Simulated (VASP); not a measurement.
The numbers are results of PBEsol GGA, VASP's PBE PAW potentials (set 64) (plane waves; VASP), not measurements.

Input for VASP

KPOINTS:
```
Automatic mesh
0
Gamma
9 9 9
0 0 0
```

### INCAR
```
SYSTEM = NiSi2
PREC = Accurate
ENCUT = 530
EDIFF = 1E-7
NELM = 100
ALGO = Normal
LREAL = .FALSE.
LASPH = .TRUE.
ISMEAR = 1
SIGMA = 0.1
GGA = PS
LMAXMIX = 4
LWAVE = .FALSE.
LCHARG = .FALSE.
IBRION = 6
ISIF = 3
NFREE = 2
POTIM = 0.015
NSW = 1
```

POSCAR:
```
NiSi2
1
   -0.0000000000     2.6985092709     2.6985092709
    2.6985092709     0.0000000000     2.6985092709
    2.6985092709     2.6985092709    -0.0000000000
Si Ni
2 1
Direct
  0.2500000000   0.2500000000   0.2500000000
  0.7500000000   0.7500000000   0.7500000000
  0.0000000000   0.0000000000   0.0000000000
```

POTCAR, in this order: Si Ni (PBE.64 set). Program: vasp_std.

The resulting files:

**OSZICAR**
```
...
DAV:   6    -0.189778853271E+02    0.14468E-02   -0.13566E-04  7338   0.119E-01    0.883E-03
DAV:   7    -0.189775676255E+02    0.31770E-03   -0.17846E-05  6936   0.453E-02    0.366E-03
DAV:   8    -0.189774246208E+02    0.14300E-03   -0.18567E-06  7938   0.177E-02    0.737E-04
DAV:   9    -0.189774132023E+02    0.11419E-04   -0.22917E-07  5705   0.459E-03    0.329E-04
DAV:  10    -0.189774089949E+02    0.42074E-05   -0.11596E-08  3665   0.116E-03    0.971E-05
DAV:  11    -0.189774085209E+02    0.47402E-06   -0.24270E-09  3285   0.693E-04    0.342E-05
DAV:  12    -0.189774083820E+02    0.13892E-06   -0.59357E-10  3155   0.293E-04    0.206E-05
DAV:  13    -0.189774083386E+02    0.43366E-07   -0.18057E-10  3030   0.186E-04
  10 F= -.18977408E+02 E0= -.18977640E+02  d E =0.695223E-03
       N       E                     dE             d eps       ncg     rms          rms(c)
DAV:   1    -0.190234063412E+02   -0.45998E-01   -0.73023E-01  6748   0.757E+00    0.123E+00
DAV:   2    -0.189891004983E+02    0.34306E-01   -0.39228E-02  7437   0.291E+00    0.665E-01
DAV:   3    -0.189788162850E+02    0.10284E-01   -0.29240E-02  7722   0.278E+00    0.348E-01
DAV:   4    -0.189776518050E+02    0.11645E-02   -0.76003E-03  6874   0.202E+00    0.111E-01
DAV:   5    -0.189774240214E+02    0.22778E-03   -0.66827E-04  7095   0.346E-01    0.403E-02
DAV:   6    -0.189774074747E+02    0.16547E-04   -0.86827E-05  6656   0.858E-02    0.898E-03
DAV:   7    -0.189774078907E+02   -0.41604E-06   -0.37931E-06  6957   0.249E-02    0.542E-03
DAV:   8    -0.189774080607E+02   -0.17003E-06   -0.38354E-07  6761   0.924E-03    0.495E-04
DAV:   9    -0.189774080557E+02    0.50447E-08   -0.16107E-08  3760   0.256E-03
  11 F= -.18977408E+02 E0= -.18977640E+02  d E =0.695194E-03
       N       E                     dE             d eps       ncg     rms          rms(c)
DAV:   1    -0.189977216513E+02   -0.20314E-01   -0.59997E-01  6763   0.682E+00    0.795E-01
DAV:   2    -0.189838937180E+02    0.13828E-01   -0.18258E-02  7501   0.195E+00    0.458E-01
DAV:   3    -0.189779781228E+02    0.59156E-02   -0.12859E-02  7477   0.198E+00    0.234E-01
DAV:   4    -0.189774390554E+02    0.53907E-03   -0.39019E-03  6884   0.140E+00    0.776E-02
DAV:   5    -0.189773328746E+02    0.10618E-03   -0.59614E-04  7421   0.312E-01    0.261E-02
DAV:   6    -0.189773922438E+02   -0.59369E-04   -0.13664E-04  7225   0.107E-01    0.824E-03
DAV:   7    -0.189774025486E+02   -0.10305E-04   -0.16297E-05  6970   0.380E-02    0.296E-03
DAV:   8    -0.189774093163E+02   -0.67678E-05   -0.19615E-06  6998   0.130E-02    0.725E-04
DAV:   9    -0.189774087772E+02    0.53912E-06   -0.32637E-07  5900   0.585E-03    0.249E-04
DAV:  10    -0.189774084374E+02    0.33980E-06   -0.14924E-08  3680   0.128E-03    0.971E-05
DAV:  11    -0.189774083798E+02    0.57642E-07   -0.29961E-09  3310   0.626E-04
  12 F= -.18977408E+02 E0= -.18977640E+02  d E =0.695223E-03
       N       E                     dE             d eps       ncg     rms          rms(c)
DAV:   1    -0.190234332347E+02   -0.46025E-01   -0.75738E-01  6704   0.766E+00    0.123E+00
DAV:   2    -0.189890936260E+02    0.34340E-01   -0.39081E-02  7456   0.289E+00    0.665E-01
DAV:   3    -0.189787627097E+02    0.10331E-01   -0.28963E-02  7613   0.275E+00    0.341E-01
DAV:   4    -0.189776528563E+02    0.11099E-02   -0.74614E-03  6869   0.199E+00    0.111E-01
DAV:   5    -0.189774234747E+02    0.22938E-03   -0.67463E-04  7156   0.352E-01    0.399E-02
DAV:   6    -0.189774074932E+02    0.15981E-04   -0.85905E-05  6760   0.854E-02    0.892E-03
DAV:   7    -0.189774079148E+02   -0.42155E-06   -0.36993E-06  7017   0.248E-02    0.536E-03
DAV:   8    -0.189774080818E+02   -0.16702E-06   -0.37813E-07  6767   0.911E-03    0.498E-04
DAV:   9    -0.189774080778E+02    0.39888E-08   -0.16796E-08  3735   0.263E-03
  13 F= -.18977408E+02 E0= -.18977640E+02  d E =0.695192E-03
       N       E                     dE             d eps       ncg     rms          rms(c)
DAV:   1    -0.190024417279E+02   -0.25034E-01   -0.33840E-01  3888   0.541E+00    0.508E-01
DAV:   2    -0.189923088650E+02    0.10133E-01   -0.10160E-02  4312   0.130E+00    0.316E-01
DAV:   3    -0.189814262116E+02    0.10883E-01   -0.88265E-03  4695   0.168E+00    0.196E-01
DAV:   4    -0.189801858204E+02    0.12404E-02   -0.25905E-03  4341   0.112E+00    0.214E-02
DAV:   5    -0.189799832428E+02    0.20258E-03   -0.16072E-04  4083   0.116E-01    0.128E-02
DAV:   6    -0.189797714479E+02    0.21179E-03   -0.24492E-05  4709   0.493E-02    0.508E-03
DAV:   7    -0.189796914174E+02    0.80031E-04   -0.58327E-06  4276   0.266E-02    0.177E-03
DAV:   8    -0.189796696299E+02    0.21788E-04   -0.61052E-07  4064   0.738E-03    0.646E-04
DAV:   9    -0.189796662869E+02    0.33430E-05   -0.52834E-08  2355   0.255E-03    0.253E-04
DAV:  10    -0.189796655686E+02    0.71826E-06   -0.93827E-09  2140   0.169E-03    0.101E-04
DAV:  11    -0.189796653469E+02    0.22173E-06   -0.26011E-09  1965   0.760E-04    0.580E-05
DAV:  12    -0.189796652312E+02    0.11572E-06   -0.93278E-10  1870   0.525E-04    0.311E-05
DAV:  13    -0.189796652090E+02    0.22213E-07   -0.35243E-10  1855   0.261E-04
  14 F= -.18979665E+02 E0= -.18979906E+02  d E =0.722608E-03
       N       E                     dE             d eps       ncg     rms          rms(c)
DAV:   1    -0.189792839888E+02    0.38124E-03   -0.12475E-01  3395   0.245E+00    0.140E-01
DAV:   2    -0.189797205000E+02   -0.43651E-03   -0.59679E-03  4219   0.785E-01    0.779E-02
DAV:   3    -0.189796627303E+02    0.57770E-04   -0.21484E-04  3858   0.133E-01    0.162E-02
DAV:   4    -0.189796663566E+02   -0.36264E-05   -0.32708E-05  4153   0.745E-02    0.127E-02
DAV:   5    -0.189796657643E+02    0.59233E-06   -0.52774E-06  4179   0.592E-02    0.914E-03
DAV:   6    -0.189796652335E+02    0.53084E-06   -0.17477E-06  4687   0.235E-02    0.793E-04
DAV:   7    -0.189796652362E+02   -0.27501E-08   -0.19925E-07  3246   0.328E-03
  15 F= -.18979665E+02 E0= -.18979906E+02  d E =0.722608E-03
       N       E                     dE             d eps       ncg     rms          rms(c)
DAV:   1    -0.189792150479E+02    0.45019E-03   -0.10158E+00  1950   0.775E+00    0.152E-01
DAV:   2    -0.189796820985E+02   -0.46705E-03   -0.82037E-03  2540   0.119E+00    0.116E-01
DAV:   3    -0.189795735280E+02    0.10857E-03   -0.74295E-04  2453   0.674E-01    0.952E-02
DAV:   4    -0.189794313002E+02    0.14223E-03   -0.30366E-04  2831   0.278E-01    0.248E-02
DAV:   5    -0.189794229656E+02    0.83346E-05   -0.34404E-05  2833   0.115E-01    0.414E-03
DAV:   6    -0.189794249490E+02   -0.19834E-05   -0.21011E-06  2493   0.163E-02    0.303E-03
DAV:   7    -0.189794265409E+02   -0.15918E-05   -0.47454E-07  2487   0.138E-02    0.704E-04
DAV:   8    -0.189794269622E+02   -0.42129E-06   -0.56313E-08  1400   0.378E-03    0.167E-04
DAV:   9    -0.189794271895E+02   -0.22738E-06   -0.17433E-08  1260   0.121E-03    0.996E-05
DAV:  10    -0.189794272269E+02   -0.37360E-07   -0.38291E-09  1160   0.928E-04
  16 F= -.18979427E+02 E0= -.18979654E+02  d E =0.681040E-03
       N       E                     dE             d eps       ncg     rms          rms(c)
DAV:   1    -0.189801860753E+02   -0.75889E-03   -0.29979E+00  1950   0.131E+01    0.304E-01
DAV:   2    -0.189807098870E+02   -0.52381E-03   -0.20763E-02  2455   0.207E+00    0.248E-01
DAV:   3    -0.189801192029E+02    0.59068E-03   -0.30512E-03  2496   0.138E+00    0.175E-01
DAV:   4    -0.189794632792E+02    0.65592E-03   -0.86994E-04  2579   0.370E-01    0.568E-02
DAV:   5    -0.189794260814E+02    0.37198E-04   -0.17581E-04  2663   0.305E-01    0.834E-03
DAV:   6    -0.189794273692E+02   -0.12879E-05   -0.15007E-05  2365   0.547E-02    0.545E-03
DAV:   7    -0.189794272447E+02    0.12451E-06   -0.64703E-07  2520   0.186E-02    0.207E-03
DAV:   8    -0.189794272338E+02    0.10907E-07   -0.68565E-08  1380   0.367E-03
  17 F= -.18979427E+02 E0= -.18979654E+02  d E =0.681113E-03
```

File OUTCAR:
```
------------------------ aborting loop because EDIFF is reached ----------------------------------------
  FORCE on cell =-STRESS in cart. coord.  units (eV):
  Direction    XX          YY          ZZ          XY          YZ          ZX
  --------------------------------------------------------------------------------------
  Total        0.0304265      0.0336243      0.0336243      0.0000000     -0.0000000      0.0000000
  in kB        1.2403990      1.3707618      1.3707618      0.0000000     -0.0000000      0.0000000
  external PRESSURE =       1.3273076 kB  Pullay stress =       0.0000000 kB
  volume of cell :       39.30
      direct lattice vectors                 reciprocal lattice vectors
     0.000000000  2.698509271  2.698509271    -0.185287486  0.185287486  0.185287486
     2.698509271  0.000000000  2.698509271     0.185287486 -0.185287486  0.185287486
     2.698509271  2.698509271  0.000000000     0.185287486  0.185287486 -0.185287486
 POSITION                                       TOTAL-FORCE (eV/Angst)
 -----------------------------------------------------------------------------------
      1.34925      1.34925      1.34925        -0.074866      0.000000      0.000000
      4.04776      4.04776      4.04776        -0.074866      0.000000      0.000000
     -0.01500      0.00000      0.00000         0.149731      0.000000      0.000000
 -----------------------------------------------------------------------------------
    total drift:                               -0.000873     -0.000001     -0.000001
  FREE ENERGIE OF THE ION-ELECTRON SYSTEM (eV)
  ---------------------------------------------------
  free  energy   TOTEN  =       -18.9794272338 eV

  energy  without entropy=      -18.9801083467  energy(sigma->0) =      -18.97965427

   1 f  =    9.668687 THz    60.750154 2PiTHz  322.512692 cm-1    39.986460 meV
             X         Y         Z           dx          dy          dz
      1.349255  1.349255  1.349255    -0.177102   -0.684569   -0.000000
      4.047764  4.047764  4.047764     0.177102    0.684569    0.000000
      0.000000  0.000000  0.000000     0.000000    0.000000    0.000000

   2 f  =    9.668687 THz    60.750154 2PiTHz  322.512692 cm-1    39.986460 meV
             X         Y         Z           dx          dy          dz
      1.349255  1.349255  1.349255    -0.000000   -0.000000    0.707107
      4.047764  4.047764  4.047764     0.000000    0.000000   -0.707107
      0.000000  0.000000  0.000000     0.000000   -0.000000    0.000000

   3 f  =    9.668687 THz    60.750154 2PiTHz  322.512692 cm-1    39.986460 meV
             X         Y         Z           dx          dy          dz
      1.349255  1.349255  1.349255     0.684569   -0.177102   -0.000000
      4.047764  4.047764  4.047764    -0.684569    0.177102    0.000000
      0.000000  0.000000  0.000000     0.000000    0.000000    0.000000

   4 f  =    9.228407 THz    57.983791 2PiTHz  307.826522 cm-1    38.165607 meV
             X         Y         Z           dx          dy          dz
      1.349255  1.349255  1.349255    -0.000000    0.505759    0.000000
      4.047764  4.047764  4.047764    -0.000000    0.505759    0.000000
      0.000000  0.000000  0.000000    -0.000000   -0.698867    0.000000

   5 f  =    9.228407 THz    57.983791 2PiTHz  307.826522 cm-1    38.165607 meV
             X         Y         Z           dx          dy          dz
      1.349255  1.349255  1.349255     0.505759   -0.000000    0.000000
      4.047764  4.047764  4.047764     0.505759    0.000000   -0.000000
      0.000000  0.000000  0.000000    -0.698867   -0.000000    0.000000

   6 f  =    9.228407 THz    57.983791 2PiTHz  307.826522 cm-1    38.165607 meV
             X         Y         Z           dx          dy          dz
      1.349255  1.349255  1.349255     0.000000   -0.000000    0.505759
      4.047764  4.047764  4.047764     0.000000   -0.000000    0.505759
      0.000000  0.000000  0.000000     0.000000    0.000000   -0.698867

   7 f/i=    0.005676 THz     0.035662 2PiTHz    0.189322 cm-1     0.023473 meV
             X         Y         Z           dx          dy          dz
      1.349255  1.349255  1.349255    -0.070430   -0.489129    0.000000
      4.047764  4.047764  4.047764    -0.070430   -0.489129    0.000000
      0.000000  0.000000  0.000000    -0.101938   -0.707950    0.000000

   8 f/i=    0.005676 THz     0.035662 2PiTHz    0.189322 cm-1     0.023473 meV
             X         Y         Z           dx          dy          dz
      1.349255  1.349255  1.349255    -0.000000    0.000000   -0.494174
      4.047764  4.047764  4.047764    -0.000000    0.000000   -0.494174
      0.000000  0.000000  0.000000     0.000000    0.000000   -0.715252

   9 f/i=    0.005676 THz     0.035662 2PiTHz    0.189322 cm-1     0.023473 meV
             X         Y         Z           dx          dy          dz
      1.349255  1.349255  1.349255     0.489129   -0.070430   -0.000000
      4.047764  4.047764  4.047764     0.489129   -0.070430    0.000000
      0.000000  0.000000  0.000000     0.707950   -0.101938    0.000000

 ELASTIC MODULI CONTR FROM IONIC RELAXATION (kBar)
 Direction    XX          YY          ZZ          XY          YZ          ZX
 --------------------------------------------------------------------------------
 XX          -0.0000      0.0000      0.0000      0.0000     -0.0000      0.0000
 YY          -0.0000     -0.0000     -0.0000     -0.0000     -0.0000     -0.0000
 ZZ           0.0000     -0.0000     -0.0000     -0.0000      0.0000     -0.0000
 XY           0.0000     -0.0000     -0.0000   -439.0833      0.0000     -0.0000
 YZ          -0.0000      0.0000      0.0000      0.0000   -439.0833      0.0000
 ZX          -0.0000     -0.0000     -0.0000     -0.0000     -0.0000   -439.0833
 --------------------------------------------------------------------------------

 TOTAL ELASTIC MODULI (kBar)
 Direction    XX          YY          ZZ          XY          YZ          ZX
 --------------------------------------------------------------------------------
 XX        1961.9967   1328.3980   1328.3980     -0.0000     -0.0000     -0.0000
 YY        1328.3980   1961.9967   1328.3980      0.0000     -0.0000     -0.0000
 ZZ        1328.3980   1328.3980   1961.9967     -0.0000      0.0000      0.0000
 XY          -0.0000      0.0000     -0.0000    703.3016      0.0000     -0.0000
 YZ          -0.0000     -0.0000      0.0000      0.0000    703.3016      0.0000
 ZX          -0.0000     -0.0000      0.0000     -0.0000     -0.0000    703.3016
 --------------------------------------------------------------------------------
```
(Selected blocks of OUTCAR.)

Finite-difference elastic constants of metals are sensitive to mesh and smearing; shear constants can be off by tens of GPa.

The compound is NiSi2 in the fluorite structure. It was relaxed first. The run is not spin-polarised, so no magnetic state was tried.
